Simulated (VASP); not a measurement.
Data:

```yaml
crystal:
  lattice:
    - [-1.92353, 1.92353, 4.65675]
    - [1.92353, -1.92353, 4.65675]
    - [1.92353, 1.92353, -4.65675]
  atoms:
    - { symbol: Gd, position: [0.00000, 0.00000, 0.00000] }
    - { symbol: Ni, position: [0.25000, 0.75000, 0.50000] }
    - { symbol: Ni, position: [0.75000, 0.25000, 0.50000] }
    - { symbol: P, position: [0.62451, 0.62451, 0.00000] }
    - { symbol: P, position: [0.37549, 0.37549, 0.00000] }
```

Calculation: PBEsol GGA with spin-orbit coupling, VASP's PBE PAW potentials (set 64) (plane waves; VASP). Numerical set-up: 400 eV cut-off, 10×10×10 Γ-centred mesh, Gaussian smearing of 0.050 eV, potentials Gd_3 Ni P.

The 4f electrons are frozen in the core of the lanthanide potential, so 4f levels, which can set the real gap, and their magnetism are missing.

Q: Give the energies of bands 31 to 44 at the high-symmetry points, in eV from the Fermi level.

A: 
```tsv
band	Γ	X	P	N	M	S	R
31	-1.88	-2.03	-2.09	-2.31	-1.42	-2.35	-2.04
32	-1.88	-2.03	-2.09	-2.31	-1.42	-2.35	-2.04
33	-1.78	-2.03	-2.02	-2.03	-1.36	-1.13	-1.90
34	-1.78	-2.03	-2.02	-2.03	-1.36	-1.13	-1.90
35	-1.41	-1.96	-2.00	-1.17	-0.99	-1.05	-1.67
36	-1.41	-1.96	-2.00	-1.17	-0.99	-1.05	-1.67
37	-0.99	-0.84	-0.78	0.14	0.01	-0.84	-0.84
38	-0.99	-0.84	-0.78	0.14	0.01	-0.84	-0.84
39	0.24	-0.74	-0.78	0.47	1.50	1.20	-0.69
40	0.24	-0.74	-0.78	0.47	1.50	1.20	-0.69
41	0.26	0.97	0.62	1.05	1.92	1.47	1.03
42	0.26	0.97	0.62	1.05	1.92	1.47	1.03
43	2.63	3.66	4.35	2.18	1.93	2.23	3.39
44	2.63	3.66	4.35	2.18	1.93	2.23	3.39
```

It has no gap at this level: it comes out as a metal or semimetal.

The structure comes from a computed database's GdNi2P2 entry (I4/mmm); how it stands against other phases isn't given here. It was relaxed first.
